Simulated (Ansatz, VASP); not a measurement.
## RbSe4F: VASP beside Ansatz

Wanted: the spread between two codes on one cell, functional and k mesh. The cell is generated by rule, not measured, and may not be a known phase. The cell is taken from a series of runs on this material, whose earlier steps may have relaxed, scaled, displaced or heated it; both programs get it as it stands.

Program: Ansatz 0.2.0. Level of theory: plane waves, with VASP 6.6.1 beside it; relaxation of cell and atoms at LDA. Results are calculated unless marked as measured.

## Step 1: Starting point

The structure is cubic, space group F-43m (No. 216). Conventional cell: a = 8.958 Å, b = 8.958 Å, c = 8.958 Å, α = 90.00°, β = 90.00°, γ = 90.00°. Rb has 12 Se at 3.68 Å nearest. F has 4 Se at 2.22 Å nearest. Nearest to Se lie 1 F at 2.22 Å and 3 Se at 2.71 Å and 3 Rb at 3.68 Å. Farther neighbours and most contacts between anions are not listed.

As a file:

```xyz
6
Lattice="0.0000 4.4791 4.4791 4.4791 0.0000 4.4791 4.4791 4.4791 0.0000" Properties=species:S:1:pos:R:3 pbc="T T T"
Rb    4.4791    4.4791    4.4791
F     0.0000    0.0000    0.0000
Se    1.2822    1.2822    1.2822
Se    1.2822    3.1969    3.1969
Se    3.1969    3.1969    1.2822
Se    3.1969    1.2822    3.1969
```

## Step 2: VASP: relaxation of cell and atoms, LDA, pair 1

The relaxed volume is the usual yardstick between codes: in a stiff, nearly cubic crystal its relative difference is about their pressure difference at one cell divided by the bulk modulus.

Lines of VASP's logs that name or quote its potential files are left out, and so is its time.

INCAR reads:

```
SYSTEM = RbSe4F
PREC = Accurate
ENCUT = 600
EDIFF = 1E-07
NELM = 120
ISMEAR = 1
SIGMA = 0.2
LREAL = .FALSE.
ALGO = Normal
GGA = CA
NBANDS = 26
LORBIT = 11
LWAVE = .FALSE.
LCHARG = .FALSE.
ISIF = 3
IBRION = 2
NSW = 80
EDIFFG = -0.005
LASPH = .TRUE.
GGA_COMPAT = .FALSE.
NELMIN = 4
KPAR = 2
```

POSCAR reads:

```
RbSe4F
1.0
    0.0000000000      4.4790970000      4.4790970000
    4.4790970000      0.0000000000      4.4790970000
    4.4790970000      4.4790970000      0.0000000000
Rb F Se
1 1 4
Direct
    0.5000000000      0.5000000000      0.5000000000
    0.0000000000      0.0000000000      0.0000000000
    0.1431334262      0.1431334262      0.1431334262
    0.5705994981      0.1431334262      0.1431334262
    0.1431334262      0.1431334262      0.5705994981
    0.1431334262      0.5705994981      0.1431334262
```

KPOINTS reads:

```
Automatic mesh
0
Gamma
8 8 8
0 0 0
```

The projector-augmented-wave data sets are Rb_sv, F and Se (LDA family, release 64).

Command:

```bash
> mpirun -np 2 vasp_std
```

Numbers of over 12 decimals in the logs are rounded to 6 here.

Log:

```text
[banner, memory and clock lines left out]
running    2 mpi-ranks, on    1 nodes
 distrk:  each k-point on    1 cores,    2 groups
 distr:  one band on    1 cores,    1 groups

 POSCAR found type information on POSCAR RbF Se
 POSCAR found :  3 types and       6 ions
 LDA part: xc-table for (Slater(with rela. corr.)+CA(PZ))
 , standard interpolation
 POSCAR, INCAR and KPOINTS ok, starting setup
 FFT: planning ... GRIDC
 FFT: planning ... GRID_SOFT
 FFT: planning ... GRID
 WAVECAR not read
 entering main loop
       N       E                     dE             d eps       ncg     rms          rms(c)
DAV:   1     0.257581656614E+03    0.25758E+03   -0.18047E+04  1508   0.145E+03
DAV:   2     0.183096798222E+01   -0.25575E+03   -0.25110E+03  2020   0.251E+02
DAV:   3    -0.210908251537E+02   -0.22922E+02   -0.22723E+02  2180   0.772E+01
DAV:   4    -0.215274219464E+02   -0.43660E+00   -0.43469E+00  2120   0.984E+00
DAV:   5    -0.215357294407E+02   -0.83075E-02   -0.83021E-02  2022   0.104E+00    0.854E+00
DAV:   6    -0.209795854366E+02    0.55614E+00   -0.24555E+00  1608   0.124E+01    0.508E+00
DAV:   7    -0.208814447452E+02    0.98141E-01   -0.61361E-01  1658   0.554E+00    0.306E+00
DAV:   8    -0.208639294395E+02    0.17515E-01   -0.16075E-01  1574   0.202E+00    0.516E-01
DAV:   9    -0.208603545050E+02    0.35749E-02   -0.24587E-02  1612   0.115E+00    0.171E-01
DAV:  10    -0.208608244842E+02   -0.46998E-03   -0.32319E-03  1578   0.346E-01    0.826E-02
DAV:  11    -0.208611945261E+02   -0.37004E-03   -0.41288E-04  1746   0.108E-01    0.320E-02
DAV:  12    -0.208612935047E+02   -0.98979E-04   -0.56675E-05  1694   0.373E-02    0.135E-02
DAV:  13    -0.208613013280E+02   -0.78233E-05   -0.11827E-05  1680   0.197E-02    0.498E-03
DAV:  14    -0.208613021407E+02   -0.81264E-06   -0.31252E-06  1792   0.100E-02    0.214E-03
DAV:  15    -0.208613021702E+02   -0.29495E-07   -0.55672E-07  1628   0.486E-03
   1 F= -.20861302E+02 E0= -.20861000E+02  d E =-.208613E+02
 curvature:   0.00 expect dE= 0.000E+00 dE for cont linesearch  0.000E+00
 trial: gam= 0.00000 g(F)=  0.564E-04 g(S)=  0.157E-03 ort = 0.000E+00 (trialstep = 0.100E+01)
 search vector abs. value=  0.213E-03
 bond charge predicted
       N       E                     dE             d eps       ncg     rms          rms(c)
DAV:   1    -0.208621280626E+02   -0.82592E-03   -0.18229E-02  1536   0.826E-01    0.189E-01
DAV:   2    -0.208615293983E+02    0.59866E-03   -0.24508E-03  1600   0.383E-01    0.608E-02
DAV:   3    -0.208614025027E+02    0.12690E-03   -0.33139E-04  1664   0.136E-01    0.305E-02
DAV:   4    -0.208613743524E+02    0.28150E-04   -0.18236E-04  1890   0.600E-02    0.139E-02
DAV:   5    -0.208613726615E+02    0.16909E-05   -0.10207E-05  1764   0.247E-02    0.549E-03
DAV:   6    -0.208613729242E+02   -0.26272E-06   -0.20253E-06  2092   0.115E-02    0.277E-03
DAV:   7    -0.208613728961E+02    0.28051E-07   -0.26838E-07  1446   0.412E-03
   2 F= -.20861373E+02 E0= -.20861089E+02  d E =-.707260E-04
 trial-energy change:   -0.000071  1 .order   -0.000073   -0.000213    0.000066
 step:   0.7522(harm=  0.7631)  dis= 0.00036  next Energy=   -20.861381 (dE=-0.790E-04)
 bond charge predicted
       N       E                     dE             d eps       ncg     rms          rms(c)
DAV:   1    -0.208614282666E+02   -0.55342E-04   -0.11303E-03  1532   0.206E-01    0.473E-02
DAV:   2    -0.208613909914E+02    0.37275E-04   -0.15550E-04  1600   0.967E-02    0.152E-02
DAV:   3    -0.208613831171E+02    0.78743E-05   -0.20734E-05  1638   0.343E-02    0.756E-03
DAV:   4    -0.208613813901E+02    0.17270E-05   -0.11552E-05  1882   0.152E-02    0.360E-03
DAV:   5    -0.208613812669E+02    0.12313E-06   -0.68483E-07  1740   0.643E-03    0.138E-03
DAV:   6    -0.208613812787E+02   -0.11819E-07   -0.11717E-07   864   0.291E-03
   3 F= -.20861381E+02 E0= -.20861092E+02  d E =-.791086E-04
 curvature:  -0.38 expect dE=-0.623E-06 dE for cont linesearch -0.117E-07
 trial: gam= 0.01970 g(F)=  0.138E-05 g(S)=  0.251E-06 ort =-0.256E-05 (trialstep = 0.950E+00)
 search vector abs. value=  0.162E-05
 reached required accuracy - stopping structural energy minimisation
```

OUTCAR, selected parts (step 2):

```text
ion  position               nearest neighbor table
   1  0.500  0.500  0.500-   6 3.68   4 3.68   5 3.68   5 3.68   4 3.68   6 3.68   3 3.68   3 3.68
                             3 3.68   5 3.68   4 3.68   6 3.68
   2  0.000  0.000  0.000-   3 2.22   4 2.22   5 2.22   6 2.22
   3  0.143  0.143  0.143-   2 2.22   4 2.71   5 2.71   6 2.71   1 3.68   1 3.68   1 3.68
   4  0.571  0.143  0.143-   2 2.22   3 2.71   5 2.71   6 2.71   1 3.68   1 3.68   1 3.68
   5  0.143  0.143  0.571-   2 2.22   3 2.71   4 2.71   6 2.71   1 3.68   1 3.68   1 3.68
   6  0.143  0.571  0.143-   2 2.22   3 2.71   4 2.71   5 2.71   1 3.68   1 3.68   1 3.68

  LATTYP: Found a face centered cubic cell.
 ALAT       =     8.9581940000

 Subroutine GETGRP returns: Found 24 space group operations
 (whereof 24 operations were pure point group operations)

The static configuration has the point symmetry T_d .

 Found     29 irreducible k-points:

   k-points           NKPTS =     29   k-points in BZ     NKDIM =     29   number of bands    NBANDS=     26

   dimension x,y,z NGX =    54 NGY =   54 NGZ =   54
   dimension x,y,z NGXF=   108 NGYF=  108 NGZF=  108

   ENCUT  =  600.0 eV  44.10 Ry    6.64 a.u.  12.65 12.65 12.65*2*pi/ulx,y,z

   NELECT =      40.0000    total number of electrons

 k-points in reciprocal lattice and weights: Automatic mesh
   0.00000000  0.00000000  0.00000000       0.002
   0.12500000  0.00000000  0.00000000       0.016
   0.25000000  0.00000000  0.00000000       0.016
   0.37500000  0.00000000  0.00000000       0.016
   0.50000000  0.00000000  0.00000000       0.008
   0.12500000  0.12500000  0.00000000       0.012
   0.25000000  0.12500000  0.00000000       0.047
   0.37500000  0.12500000  0.00000000       0.047
   0.50000000  0.12500000  0.00000000       0.047
[...]
-0.37500000  0.50000000  0.12500000       0.023
  -0.25000000  0.50000000  0.25000000       0.012

 average (electrostatic) potential at core
       1 -36.4808       2 -79.1165       3 -63.7077       4 -63.7077       5 -63.7077
       6 -63.7077

 E-fermi :   1.6123

 k-point     1 :       0.0000    0.0000    0.0000
  band No.  band energies     occupation
    ...
     14      -1.7010      2.00000
     15      -1.7010      2.00000
     16      -1.4533      2.00000
     17      -1.4533      2.00000
     18      -1.4533      2.00000
     19       2.2028     -0.00024
     20       2.2028     -0.00024
     21       2.2028     -0.00024
     22       3.3002     -0.00000
     23       3.3002     -0.00000
    ...

 k-point     2 :       0.1250    0.0000    0.0000
  band No.  band energies     occupation
    ...
     14      -1.6786      2.00000
     15      -1.6786      2.00000
     16      -1.5174      2.00000
     17      -1.4561      2.00000
     18      -1.4561      2.00000
     19       2.0222     -0.01358
     20       2.0222     -0.01358
     21       2.2063     -0.00022
     22       3.0306     -0.00000
     23       3.3198     -0.00000
    ...

 k-point     3 :       0.2500    0.0000    0.0000
  band No.  band energies     occupation
    ...
     16      -1.6342      2.00000
     17      -1.4464      2.00000
     18      -1.4464      2.00000
     19       1.6200      0.93502
     20       1.6200      0.93500
     21       2.2146     -0.00018
     22       2.5079     -0.00000
     23       3.3542     -0.00000
     24       3.3542     -0.00000
     25       4.8983     -0.00000
    ...

  Total        0.0032288      0.0032288      0.0032288      0.0000000      0.0000000      0.0000000
  in kB        0.0287418      0.0287418      0.0287418      0.0000000      0.0000000      0.0000000
  external PRESSURE =       0.0287418 kB  Pullay stress =       0.0000000 kB

  energy-cutoff  :      600.00
  volume of cell :      179.98
      direct lattice vectors                 reciprocal lattice vectors
    -0.000000000  4.481279665  4.481279665    -0.111575273  0.111575273  0.111575273
     4.481279665  0.000000000  4.481279665     0.111575273 -0.111575273  0.111575273
     4.481279665  4.481279665 -0.000000000     0.111575273  0.111575273 -0.111575273

 POSITION                                       TOTAL-FORCE (eV/Angst)
 -----------------------------------------------------------------------------------
      4.48128      4.48128      4.48128        -0.000000      0.000000      0.000000
      0.00000      0.00000     -0.00000        -0.000000      0.000000      0.000000
      1.28248      1.28248      1.28248         0.001546      0.001546      0.001546
      1.28248      3.19880      3.19880         0.001546     -0.001546     -0.001546
      3.19880      3.19880      1.28248        -0.001546     -0.001546      0.001546
      3.19880      1.28248      3.19880        -0.001546      0.001546     -0.001546
 -----------------------------------------------------------------------------------
    total drift:                                0.000803      0.000803      0.000803

  FREE ENERGIE OF THE ION-ELECTRON SYSTEM (eV)
  ---------------------------------------------------
  free  energy   TOTEN  =       -20.8613812787 eV

  energy  without entropy=      -20.8605137464  energy(sigma->0) =      -20.86109210

 reached required accuracy - stopping structural energy minimisation

 total charge
# of ion       s       p       d       tot
------------------------------------------
    1        1.935   5.330   0.030   7.295
    2        1.751   4.264   0.000   6.015
    3        1.536   2.088   0.050   3.673
    4        1.536   2.088   0.050   3.673
    5        1.536   2.088   0.050   3.673
    6        1.536   2.088   0.050   3.673
--------------------------------------------------
tot          9.829  17.945   0.230  28.004

[... 3 further parts left out ...]
```

CONTCAR:

```
RbSe4F
   1.00000000000000
    -0.0000000000000000    4.4812796652150038    4.4812796652150038
     4.4812796652150038    0.0000000000000000    4.4812796652150038
     4.4812796652150038    4.4812796652150038   -0.0000000000000000
  Rb              F               Se
     1     1     4
Direct
     0.5000000000000000    0.5000000000000000    0.5000000000000000
     0.0000000000000000    0.0000000000000000    0.0000000000000000
     0.1430934259700075    0.1430934259700075    0.1430934259700075
     0.5707194987899855    0.1430934259700075    0.1430934259700075
     0.1430934259700075    0.1430934259700075    0.5707194987899855
     0.1430934259700075    0.5707194987899855    0.1430934259700075
```

The run keeps the 24 symmetry operations of its start, so it cannot find a distortion of lower symmetry.

[end of part 1 of 3]

[Lines on the potential files, build, host, timing and source positions are cut from VASP's logs without a mark.]

[Logs are printed without paths, hosts, clocks, repeated set-up lines and the standing remarks that a program may print on its own settings, such as how far it seeks lower states.]

[Hosts, paths, dates, database ids (printed as entryN), source tags and the programs' standing remarks are cut or masked in the printed files.]
